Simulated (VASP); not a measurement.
An input for Quantum ESPRESSO's pw.x (written as the equivalent of a VASP run, and not itself run):

```
&CONTROL
  calculation = 'scf'
  pseudo_dir = './pseudo'
  outdir = './out'
  tprnfor = .true.
  tstress = .true.
/
&SYSTEM
  ibrav = 0
  nat = 3
  ntyp = 1
  ecutwfc = 72
  occupations = 'smearing'
  smearing = 'fermi-dirac'
  degauss = 0.00735
  input_dft = 'pbe'
/
&ELECTRONS
  conv_thr = 7.3e-08
  electron_maxstep = 100
/
ATOMIC_SPECIES
  Sn 118.710 Sn.upf
CELL_PARAMETERS angstrom
     5.2349650    0.0000000    0.0000000
    -2.6174830    4.5336130    0.0000000
     0.0000000    0.0000000    3.1839910
ATOMIC_POSITIONS crystal
  Sn   0.0000000  0.0000000  0.0000000
  Sn   0.3333330  0.6666670  0.5000000
  Sn   0.6666670  0.3333330  0.5000000
K_POINTS automatic
  6 6 8 0 0 0
```

Q: Translate this input to VASP (INCAR, KPOINTS, POSCAR, choice of POTCAR).

A: One answer among several that fit: 
**KPOINTS**
```
Automatic mesh
0
Gamma
6 6 8
0 0 0
```

**INCAR**
```
ALGO = Normal
EDIFF = 1E-6
ENCUT = 300
GGA = PE
ISIF = 2
ISMEAR = -1
LASPH = T
LCHARG = F
LMAXMIX = 4
LREAL = F
LWAVE = F
NELM = 100
PREC = Accurate
SIGMA = 0.1
SYSTEM = Sn
```

### POSCAR
```
Sn
1
    5.2349650000     0.0000000000     0.0000000000
   -2.6174830000     4.5336130000     0.0000000000
    0.0000000000     0.0000000000     3.1839910000
Sn
3
Direct
  0.0000000000   0.0000000000   0.0000000000
  0.3333330000   0.6666670000   0.5000000000
  0.6666670000   0.3333330000   0.5000000000
```

POTCAR, in this order: Sn_d (PBE.64 set). Program: vasp_std.

What does not carry over: the potentials are each code's own (VASP's PAW set, PseudoDojo norm-conserving files in pw.x), so ENCUT and ecutwfc are chosen apart and not converted; conv_thr bounds pw.x's estimated SCF error, while EDIFF bounds the energy change between steps.

The structure was generated: Sn was put into an ordered model structure, which need not be its known phase. The cell was not relaxed at this level.
